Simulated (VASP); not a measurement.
Input for VASP

INCAR:
```
ALGO=Normal
EDIFF=1E-6
EDIFFG=-0.02
ENCUT=400
IBRION=2
ISIF=3
ISMEAR=1
LASPH=.TRUE.
LCHARG=.FALSE.
LMAXMIX=6
LMIXTAU=.TRUE.
LREAL=.FALSE.
LWAVE=.FALSE.
METAGGA=R2SCAN
NELM=100
NSW=60
PREC=Accurate
SIGMA=0.1
SYSTEM=WS2
```

**KPOINTS**
```
Automatic mesh
0
Gamma
10 10 5
0 0 0
```

**POSCAR**
```
WS2
1
    3.2249991148    -0.0000000000     0.0000000000
   -1.6124995574     2.7929312308    -0.0000000000
   -0.0000000000    -0.0000000000     6.0927696978
W S
1 2
Direct
  0.0000000000   0.0000000000   0.0000000000
  0.3333330000   0.6666670000   0.2520536569
  0.6666670000   0.3333330000   0.7479463431
```

POTCAR, in this order: W_sv S (PBE.64 set). Program: vasp_std.

Task: Write an equivalent input for Ansatz.

Result: One equivalent input (not run):
Ansatz 0.2 input:
```yaml
crystal:
  lattice:
    - [3.2249991, 0.0000000, 0.0000000]
    - [-1.6124996, 2.7929312, 0.0000000]
    - [0.0000000, 0.0000000, 6.0927697]
  atoms:
    - { symbol: W, position: [0.0000000, 0.0000000, 0.0000000] }
    - { symbol: S, position: [0.3333330, 0.6666670, 0.2520537] }
    - { symbol: S, position: [0.6666670, 0.3333330, 0.7479463] }
kpoints:
  mp_grid: { grid: [10, 10, 5] }
hamiltonian:
  xc: r2scan
  pseudopotentials: { kind: paw }
scf:
  occupations: { method: methfessel_paxton, width: 0.1 }
  max_iter: 100
relax:
  max_steps: 60
  f_tol: 0.02
  cell: {}
output: { forces: true, stress: true, eigenvalues: true }
```
What does not carry over: each code has its own PAW files, so the cut-off isn't converted (ENCUT is set for VASP's; basis.ecutwfc is left out, and Ansatz then takes the one that its files recommend); Ansatz stops its SCF on the density residual and VASP on the energy change (EDIFF).

The structure was generated: WS2 was put into the CdI2 type (P-3m1), which need not be its known phase. This run relaxes it. Symmetry was kept, so distortions that lower it aren't found. The start is the result of an earlier pass.
